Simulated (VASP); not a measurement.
WN$_{2}$ (space group P-6m2): computed properties

All values below come from LDA (Ceperley-Alder, Perdew-Zunger), VASP's LDA PAW potentials (set 64) (plane waves; VASP).

```
Property                                                                                                           Result
---------------------------------------------  --------------------------------------------------------------------------
space group                                                                                                   P-6m2 (187)
cell                                           a = 2.886 Å, b = 2.886 Å, c = 3.876 Å, α = 90.00°, β = 90.00°, γ = 120.00°
volume per atom                                                                                              9.32 Å³/atom
band gap (over mesh and band path)                                                                                1.21 eV
smallest direct gap (over mesh and band path)                                                                     1.51 eV
band-edge character                                                                            indirect, H to H-A at 0.22
density                                                                                                       12.59 g/cm³
optical Γ-point spectrum                                                               571 (×2), 646 (×2), 759, 1124 cm⁻¹
```

```cif
data_N2W
_chemical_formula_sum 'W1 N2'
_space_group_name_H-M_alt 'P 1'
_space_group_IT_number 1
_cell_length_a 2.88563
_cell_length_b 2.88563
_cell_length_c 3.87572
_cell_angle_alpha 90.000
_cell_angle_beta 90.000
_cell_angle_gamma 120.000
loop_
_space_group_symop_operation_xyz
  'x, y, z'
loop_
_atom_site_label
_atom_site_type_symbol
_atom_site_fract_x
_atom_site_fract_y
_atom_site_fract_z
_atom_site_occupancy
W1 W 0.66667 0.33333 0.50000 1
N1 N 0.00000 0.00000 0.81943 1
N2 N 0.00000 0.00000 0.18057 1
```

Unless said otherwise, spin-orbit coupling is left out, though it shifts the bands of the heavy elements here.

The structure comes from a computed database's WN2 entry (P-6m2); how it stands against other phases isn't given here. It was relaxed first. Symmetry was kept, so distortions that lower it aren't found.
